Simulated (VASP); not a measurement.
The system is GeB2C2.

```xyz
10
Lattice="4.8724 0.0000 0.0000 0.0000 4.8724 0.0000 0.0000 0.0000 4.8724" Properties=species:S:1:pos:R:3 pbc="T T T"
Ge    0.0000    0.0000    0.0000
Ge    2.4362    2.4362    2.4362
B     1.2181    1.2181    1.2181
B     3.6543    3.6543    1.2181
B     3.6543    1.2181    3.6543
B     1.2181    3.6543    3.6543
C     3.6543    3.6543    3.6543
C     1.2181    1.2181    3.6543
C     1.2181    3.6543    1.2181
C     3.6543    1.2181    1.2181
```

The cell was built by a generator and needn't be a form met in nature.

* Program: VASP 6.6.1
* Task: relaxation of cell and atoms
* Functional: PBE
* Potentials or basis: VASP PAW PBE potentials, release 64 (Ge_d, B, C)
* Cutoff: 520 eV
* k mesh: 4 × 4 × 4
* Occupations: gaussian, width 0.15 eV
* Spin: no spin polarisation

At the start: pressure -11.1 GPa; volume 11.57 Å³/atom.

Problem. How do energy, volume and symmetry change on relaxing?

Solution. Over 5 steps the energy falls by 45.6 meV/atom and the volume is 10.37 Å³/atom (-10.4 %); space group Pn-3m (No. 224, to 0.05 Å).

The path:
| step | energy change (eV) | largest force (eV/Å) | pressure (GPa) | volume (Å³) |
| --- | --- | --- | --- | --- |
| 1 | 0.0000 | 0.0000 | -11.07 | 115.67 |
| 2 | -0.4502 | 0.0000 | 1.60 | 102.80 |
| 3 | -0.4559 | 0.0000 | -1.28 | 103.93 |
| 4 | -0.4549 | 0.0000 | 1.38 | 103.43 |
| 5 | -0.4558 | 0.0000 | 0.00 | 103.69 |

Final structure:
```
CELL_PARAMETERS angstrom
4.69797 0.00000 0.00000
0.00000 4.69797 0.00000
0.00000 0.00000 4.69797
ATOMIC_POSITIONS crystal
Ge 0.00000 0.00000 0.00000
Ge 0.50000 0.50000 0.50000
B 0.25000 0.25000 0.25000
B 0.75000 0.75000 0.25000
B 0.75000 0.25000 0.75000
B 0.25000 0.75000 0.75000
C 0.75000 0.75000 0.75000
C 0.25000 0.25000 0.75000
C 0.25000 0.75000 0.25000
C 0.75000 0.25000 0.25000
```
